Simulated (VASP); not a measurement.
Input:

```xyz
4
Lattice="3.5278 0.0000 0.0000 -1.7639 3.0551 0.0000 0.0000 0.0000 5.8112" Properties=species:S:1:pos:R:3 pbc="T T T"
Nd     1.7639     1.0184     1.4528
Nd     0.0000     2.0368     4.3584
O      0.0000     0.0000     2.9056
O      0.0000     0.0000     5.8112
```

Method: PBEsol GGA with spin-orbit coupling, VASP's PBE PAW potentials (set 64) (plane waves; VASP 6.6.1). Settings: 520 eV cut-off, 9×9×5 Γ-centred mesh, Gaussian smearing of 0.050 eV, potentials Nd_3 O.

The 4f electrons are frozen in the core of the lanthanide potential, so 4f levels, which can set the real gap, and their magnetism are missing.

Task: Estimate the energy per atom (σ→0), band gap (over mesh and band path) with the smallest direct gap where there is one.

Result: 
```json
{
 "band gap (over mesh and band path)": "none (metal, semimetal or under 0.01 eV)",
 "energy per atom (σ→0)": "-8.135 eV/atom"
}
```

The structure comes from a computed database's NdO entry (P6_3/mmc); how it stands against other phases isn't given here. It was relaxed first.
